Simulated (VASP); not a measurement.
## SiO2: what each functional gives, and what it costs

Wanted: bands and gap of SiO2 from one functional after another. The levels: LDA, PBE, r2SCAN, TB-mBJ, BLYP and HSE06. LASPH is on for some levels and off for others; the table marks which. The start is a cell from a database of measured crystal structures.

Main program and level: VASP 6.6.1; LDA; plane waves and PAW (Si, O), in the first sound run; inputs show where later runs differ.

### Step 1. Starting point

Symmetry: P3_221, No. 154, trigonal system. Conventional cell: a = 4.916 Å, b = 4.916 Å, c = 5.408 Å, α = 90.00°, β = 90.00°, γ = 120.00°. Si has 4 O at 1.61 Å nearest. Nearest to O lie 2 Si at 1.61 Å. Farther neighbours and most contacts between anions are not listed.

As a file:

```xyz
9
Lattice="4.9164 0.0000 0.0000 -2.4582 4.2577 0.0000 0.0000 0.0000 5.4084" Properties=species:S:1:pos:R:3 pbc="T T T"
Si    2.3094    0.0000    3.6056
Si   -1.1547    2.0000    1.8028
Si    1.3035    2.2577    0.0000
O     1.3754    1.1393    4.2487
O     3.2420    0.6215    2.4459
O     2.7571    2.4970    0.6431
O     0.2990    1.7607    1.1597
O    -1.0828    3.1184    2.9625
O     0.7839    3.6362    4.7653
```

### Step 2. Bands with LDA

Levels along the symmetry lines show where the bands peak and cross; KPOINTS_OPT computes them in the converged potential. LDA, the lowest rung, knows the local density alone.

Contents of INCAR:

```
SYSTEM = SiO2
PREC = Accurate
ENCUT = 520
EDIFF = 1E-06
NELM = 100
ISMEAR = 0
SIGMA = 0.02
LREAL = .FALSE.
ALGO = Normal
GGA = CA
NBANDS = 46
LORBIT = 11
LWAVE = .FALSE.
LCHARG = .FALSE.
KPAR = 2
NCORE = 4
```

Contents of POSCAR:

```
SiO2
1.0
    4.9163600000      0.0000000000      0.0000000000
   -2.4581800000      4.2576926541      0.0000000000
    0.0000000000      0.0000000000      5.4084000000
Si O
3 6
Direct
    0.4697300000      0.0000000000      0.6666666667
    0.0000000000      0.4697300000      0.3333333333
    0.5302700000      0.5302700000      0.0000000000
    0.4135400000      0.2675800000      0.7855800000
    0.7324200000      0.1459600000      0.4522466667
    0.8540400000      0.5864600000      0.1189133333
    0.2675800000      0.4135400000      0.2144200000
    0.1459600000      0.7324200000      0.5477533333
    0.5864600000      0.8540400000      0.8810866667
```

Contents of KPOINTS:

```
Automatic mesh
0
Gamma
3 3 3
0 0 0
```

Contents of KPOINTS_OPT:

```
Line mode
12
Line-mode
Reciprocal
  0.00000000   0.00000000   0.00000000 GAMMA
  0.50000000   0.00000000   0.00000000 M

  0.50000000   0.00000000   0.00000000 M
  0.33333333   0.33333333   0.00000000 K

  0.33333333   0.33333333   0.00000000 K
  0.00000000   0.00000000   0.00000000 GAMMA

  0.00000000   0.00000000   0.00000000 GAMMA
  0.00000000   0.00000000   0.50000000 A

  0.00000000   0.00000000   0.50000000 A
  0.50000000   0.00000000   0.50000000 L

  0.50000000   0.00000000   0.50000000 L
  0.33333333   0.33333333   0.50000000 H

  0.33333333   0.33333333   0.50000000 H
  0.00000000   0.00000000   0.50000000 A

  0.50000000   0.00000000   0.50000000 L
  0.50000000   0.00000000   0.00000000 M

  0.33333333   0.33333333   0.00000000 K
  0.33333333   0.33333333   0.50000000 H
```

PAW data sets: Si and O (PBE family, release 64).

On the command line:

```
$ mpirun -np 8 vasp_std
```

Log:

```text
[banner, memory and clock lines left out]
running    8 mpi-ranks, on    1 nodes
 distrk:  each k-point on    4 cores,    2 groups
 distr:  one band on    4 cores,    1 groups

 POSCAR found type information on POSCAR SiO
 POSCAR found :  2 types and       9 ions
|                                                                             |
|               ----> ADVICE to this user running VASP <----                  |
|                                                                             |
|     You enforced a specific xc type in the INCAR file but a different       |
|     [... a line on the potential file left out ...]
|     I HOPE YOU KNOW WHAT YOU ARE DOING!                                     |
|                                                                             |

 LDA part: xc-table for (Slater(with rela. corr.)+CA(PZ))
 , standard interpolation
 POSCAR, INCAR and KPOINTS ok, starting setup
 FFT: planning ... GRIDC
 FFT: planning ... GRID_SOFT
 FFT: planning ... GRID
 WAVECAR not read
 entering main loop
       N       E                     dE             d eps       ncg     rms          rms(c)
DAV:   1     0.218927063894E+03    0.21893E+03   -0.24267E+04   644   0.970E+02
DAV:   2    -0.719650164032E+02   -0.29089E+03   -0.27953E+03   782   0.243E+02
DAV:   3    -0.867277598649E+02   -0.14763E+02   -0.14667E+02   792   0.523E+01
DAV:   4    -0.868446065337E+02   -0.11685E+00   -0.11682E+00   748   0.523E+00
DAV:   5    -0.868456759518E+02   -0.10694E-02   -0.10694E-02   778   0.474E-01    0.236E+01
DAV:   6    -0.779352509378E+02    0.89104E+01   -0.20636E+01   692   0.222E+01    0.115E+01
DAV:   7    -0.777955071445E+02    0.13974E+00   -0.73779E-01   724   0.352E+00    0.413E+00
DAV:   8    -0.777106492660E+02    0.84858E-01   -0.48518E-02   782   0.126E+00    0.158E+00
DAV:   9    -0.776958942057E+02    0.14755E-01   -0.15324E-02   776   0.693E-01    0.205E-01
DAV:  10    -0.776963018525E+02   -0.40765E-03   -0.74737E-04   704   0.120E-01    0.630E-02
DAV:  11    -0.776963042390E+02   -0.23865E-05   -0.84650E-05   770   0.502E-02    0.872E-03
DAV:  12    -0.776963038674E+02    0.37162E-06   -0.53589E-06   746   0.100E-02
   1 F= -.77696304E+02 E0= -.77696304E+02  d E =-.448123E-11
 Start KPOINTS_OPT (optional k-point list driver)
k-point batch [1-7\108]
       N       E                     dE             ncg
DAV:   1    -0.650410140761E+02   -0.19471E+04      644
DAV:   2    -0.191469495987E+04   -0.18497E+04      786
DAV:   3    -0.201554290789E+04   -0.10085E+03      800
DAV:   4    -0.201634930233E+04   -0.80639E+00      744
DAV:   5    -0.201635703562E+04   -0.77333E-02      810
DAV:   6    -0.201635715248E+04   -0.11687E-03      762
DAV:   7    -0.201635715475E+04   -0.22631E-05      722
DAV:   8    -0.201635715483E+04   -0.84551E-07      556
[...]
k-point batch [106-108\108]
       N       E                     dE             ncg
DAV:   1     0.555678934458E+04   -0.43277E+04      276
DAV:   2     0.476115613573E+04   -0.79563E+03      338
DAV:   3     0.471945374003E+04   -0.41702E+02      344
DAV:   4     0.471911363100E+04   -0.34011E+00      336
DAV:   5     0.471911033807E+04   -0.32929E-02      318
DAV:   6     0.471911028893E+04   -0.49134E-04      360
DAV:   7     0.471911028799E+04   -0.94529E-06      286
```

It took 24 s on 8 MPI ranks of Intel Xeon 6975P-C (Granite Rapids), shared host; peak memory 1.3 GiB; 2.6 min of CPU time.

Lines that name or quote the potential files are left out of all logs, and their timing lines are given in words.

Parts of OUTCAR (step 2):

```text
ion  position               nearest neighbor table
   1  0.470  0.000  0.667-   4 1.61   8 1.61   9 1.61   5 1.61   3 3.06   3 3.06   2 3.06   2 3.06

  LATTYP: Found a hexagonal cell.
 ALAT       =     4.9163600000
 C/A-ratio  =     1.1000821746

 Subroutine GETGRP returns: Found  6 space group operations
 (whereof  2 operations were pure point group operations)

The static configuration has the point symmetry C_2 .
 The point group associated with its full space group is D_3 .

 Found      7 irreducible k-points:

   k-points           NKPTS =      7   k-points in BZ     NKDIM =      7   number of bands    NBANDS=     46

   dimension x,y,z NGX =    40 NGY =   40 NGZ =   40
   dimension x,y,z NGXF=    80 NGYF=   80 NGZF=   80

   ENCUT  =  520.0 eV  38.22 Ry    6.18 a.u.   9.14  9.14 10.06*2*pi/ulx,y,z

   NELECT =      48.0000    total number of electrons

 k-points in reciprocal lattice and weights: Automatic mesh
   0.00000000  0.00000000  0.00000000       0.037
   0.33333333  0.00000000  0.00000000       0.222
   0.33333333  0.33333333  0.00000000       0.074
   0.00000000  0.00000000  0.33333333       0.074
   0.33333333  0.00000000  0.33333333       0.222
   0.00000000  0.33333333  0.33333333       0.222
   0.33333333  0.33333333  0.33333333       0.148

 average (electrostatic) potential at core
       1 -86.0584       2 -86.0584       3 -86.0584       4 -72.2919       5 -72.2919
       6 -72.2919       7 -72.2919       8 -72.2919       9 -72.2919

 E-fermi :   0.8551

 k-point     1 :       0.0000    0.0000    0.0000
  band No.  band energies     occupation
    ...
     20      -0.2475      2.00000
     21      -0.2475      2.00000
     22       0.0762      2.00000
     23       0.4373      2.00000
     24       0.4373      2.00000
     25       6.5118      0.00000
     26       9.7740      0.00000
     27       9.7740      0.00000
     28      10.2577      0.00000
     29      10.2577      0.00000
    ...

 k-point     2 :       0.3333    0.0000    0.0000
  band No.  band energies     occupation
    ...
     20      -0.3495      2.00000
     21      -0.2702      2.00000
     22      -0.0699      2.00000
     23       0.5198      2.00000
     24       0.6747      2.00000
     25       7.9341      0.00000
     26       9.8245      0.00000
     27       9.9347      0.00000
     28      10.4095      0.00000
     29      10.7444      0.00000
    ...

 k-point     3 :       0.3333    0.3333    0.0000
  band No.  band energies     occupation
    ...
     20      -0.4773      2.00000
     21      -0.4773      2.00000
     22       0.3309      2.00000
     23       0.3309      2.00000
     24       0.7678      2.00000
     25       9.4220      0.00000
     26       9.4220      0.00000
     27       9.9265      0.00000
     28      10.8691      0.00000
     29      10.9908      0.00000
    ...

  Total        0.9517990      0.9517990      0.8884208      0.0000000      0.0000000      0.0000000
  in kB       13.4700449     13.4700449     12.5731035      0.0000000      0.0000000      0.0000000
  external PRESSURE =      13.1710644 kB  Pullay stress =       0.0000000 kB

  energy-cutoff  :      520.00
  volume of cell :      113.21
      direct lattice vectors                 reciprocal lattice vectors
     4.916360000  0.000000000  0.000000000     0.203402517  0.117434498  0.000000000
    -2.458180000  4.257692654  0.000000000     0.000000000  0.234868996  0.000000000
     0.000000000  0.000000000  5.408400000     0.000000000  0.000000000  0.184897567

 POSITION                                       TOTAL-FORCE (eV/Angst)
 -----------------------------------------------------------------------------------
      2.30936      0.00000      3.60560         0.021207     -0.000000     -0.000000
     -1.15468      1.99997      1.80280        -0.010604      0.018366     -0.000000
      1.30350      2.25773      0.00000        -0.010604     -0.018366     -0.000000
      1.37535      1.13927      4.24873        -0.119529      0.039100     -0.038908
      3.24204      0.62145      2.44593         0.025902     -0.123065     -0.038908
      2.75714      2.49697      0.64313         0.093626      0.083965     -0.038908
      0.29896      1.76073      1.15967         0.093626     -0.083965      0.038908
     -1.08283      3.11842      2.96247        -0.119529     -0.039100      0.038908
      0.78386      3.63624      4.76527         0.025902      0.123065      0.038908
 -----------------------------------------------------------------------------------
    total drift:                                0.000003      0.000005      0.000000

  FREE ENERGIE OF THE ION-ELECTRON SYSTEM (eV)
  ---------------------------------------------------
  free  energy   TOTEN  =       -77.6963038674 eV

  energy  without entropy=      -77.6963038674  energy(sigma->0) =      -77.69630387

 total charge
# of ion       s       p       d       tot
------------------------------------------
    1        0.649   1.021   0.000   1.670
    2        0.649   1.021   0.000   1.670
    3        0.649   1.021   0.000   1.670
    4        1.538   3.685   0.000   5.224
    5        1.538   3.685   0.000   5.224
    6        1.538   3.685   0.000   5.224
    7        1.538   3.685   0.000   5.224
    8        1.538   3.685   0.000   5.224
    9        1.538   3.685   0.000   5.224
--------------------------------------------------
tot         11.178  25.174   0.000  36.352

[... 3 further parts left out ...]
```

The PAW data sets were made with PBE, though LDA sets exist; this is a small mismatch.

Numbers from this step:

```yaml
scf_cycles: 12
electrons: 48
bands: 46
irreducible_k_points: 7
symmetry_operations: 6
free_energy_toten: -77.6963 eV
fermi_energy: 0.8551 eV
pressure: 1.317 GPa
metallic: no
least_gap_on_mesh_and_path: 5.744 eV
least_direct_gap_on_mesh_and_path: 6.051 eV
valence_top_at_k: 0.3333, 0.3333, 0
conduction_bottom_at_k: 0, 0, 0
least_direct_gap_at_k: 0, 0, 0.04545
```

The electronic bands at the labelled points (eV, zero at the valence-band top; v1 is the highest filled band, c1 the lowest empty one):

| point | v4 | v3 | v2 | v1 | c1 | c2 | c3 | c4 |
| --- | --- | --- | --- | --- | --- | --- | --- | --- |
| Γ | -1.02 | -0.69 | -0.33 | -0.33 | 5.74 | 9.01 | 9.01 | 9.49 |
| 0.45 of the way | -1.02 | -0.84 | -0.25 | -0.18 | 6.49 | 9.02 | 9.09 | 9.58 |
| M | -1.05 | -0.79 | -0.27 | -0.04 | 8.01 | 8.73 | 9.42 | 9.46 |
| 0.55 of the way | -1.12 | -0.61 | -0.32 | -0.01 | 8.22 | 8.80 | 9.32 | 9.68 |
| K | -1.25 | -0.44 | -0.44 | 0.00 | 8.65 | 8.65 | 9.16 | 10.10 |
| 0.55 of the way | -0.92 | -0.90 | -0.25 | -0.14 | 6.71 | 9.02 | 9.17 | 9.61 |
| Γ | -1.02 | -0.69 | -0.33 | -0.33 | 5.74 | 9.01 | 9.01 | 9.49 |
| 0.45 of the way | -1.07 | -0.56 | -0.25 | -0.11 | 6.25 | 8.88 | 8.94 | 9.03 |
| A | -1.23 | -0.21 | -0.21 | -0.09 | 7.69 | 7.69 | 8.68 | 9.48 |
| 0.45 of the way | -1.12 | -0.41 | -0.39 | -0.14 | 8.04 | 8.12 | 8.99 | 9.45 |
| L | -0.90 | -0.84 | -0.61 | -0.19 | 8.76 | 9.18 | 9.32 | 9.47 |
| 0.45 of the way | -0.86 | -0.86 | -0.63 | -0.31 | 8.79 | 9.30 | 9.40 | 9.52 |
| H | -0.95 | -0.78 | -0.60 | -0.60 | 8.88 | 9.46 | 9.46 | 9.83 |
| 0.55 of the way | -1.10 | -0.50 | -0.36 | -0.20 | 8.15 | 8.24 | 9.06 | 9.60 |
| A | -1.23 | -0.21 | -0.21 | -0.09 | 7.69 | 7.69 | 8.68 | 9.48 |
| jump to L | -0.90 | -0.84 | -0.61 | -0.19 | 8.76 | 9.18 | 9.32 | 9.47 |
| 0.45 of the way | -0.98 | -0.71 | -0.48 | -0.13 | 8.36 | 8.86 | 9.28 | 9.74 |
| M | -1.05 | -0.79 | -0.27 | -0.04 | 8.01 | 8.73 | 9.42 | 9.46 |
| jump to K | -1.25 | -0.44 | -0.44 | 0.00 | 8.65 | 8.65 | 9.16 | 10.10 |
| 0.55 of the way | -1.01 | -0.57 | -0.53 | -0.24 | 8.76 | 8.95 | 9.37 | 9.93 |
| H | -0.95 | -0.78 | -0.60 | -0.60 | 8.88 | 9.46 | 9.46 | 9.83 |

Of the projections kept (Si, O), the largest for each band there; the rest of the weight can lie on other orbitals:

| point | v4 | v3 | v2 | v1 | c1 | c2 | c3 | c4 |
| --- | --- | --- | --- | --- | --- | --- | --- | --- |
| Γ | O 0.97 | O 0.96 | O 0.99 | O 0.99 | O 0.73 | Si 0.63 | Si 0.63 | O 0.54 |
| M | O 0.99 | O 0.99 | O 0.99 | O 0.99 | O 0.71 | O 0.78 | Si 0.59 | Si 0.53 |
| K | O 0.99 | O 0.99 | O 0.99 | O 1.00 | O 0.73 | O 0.73 | O 0.69 | Si 0.59 |
| Γ | O 0.97 | O 0.96 | O 0.99 | O 0.99 | O 0.73 | Si 0.63 | Si 0.63 | O 0.54 |
| A | O 0.98 | O 0.98 | O 0.98 | O 0.99 | O 0.80 | O 0.80 | Si 0.95 | Si 0.71 |
| L | O 0.99 | O 0.96 | O 0.99 | O 1.00 | Si 0.52 | O 0.57 | O 0.81 | Si 0.50 |

Force by atom:

| atom | x (eV/Å) | y (eV/Å) | z (eV/Å) | size |
| --- | --- | --- | --- | --- |
| Si1 | 0.021 | 0.000 | 0.000 | 0.021 |
| Si2 | -0.011 | 0.018 | 0.000 | 0.021 |
| Si3 | -0.011 | -0.018 | 0.000 | 0.021 |
| O4 | -0.120 | 0.039 | -0.039 | 0.132 |
| O5 | 0.026 | -0.123 | -0.039 | 0.132 |
| O6 | 0.094 | 0.084 | -0.039 | 0.132 |
| O7 | 0.094 | -0.084 | 0.039 | 0.132 |
| O8 | -0.120 | -0.039 | 0.039 | 0.132 |
| O9 | 0.026 | 0.123 | 0.039 | 0.132 |

The gap is 5.74 eV, indirect, from K to Γ.

(Continued in part 2 of 4.)

[Lines on the potential files, build, host, timing and source positions are cut from VASP's logs without a mark.]

[Logs are printed without paths, hosts, clocks, repeated set-up lines and the standing remarks that a program may print on its own settings, such as how far it seeks lower states.]

[Hosts, paths, dates, database ids (printed as entryN), source tags and the programs' standing remarks are cut or masked in the printed files.]

[A measured line is paired with the nearest computed mode of its activity, which favours agreement.]
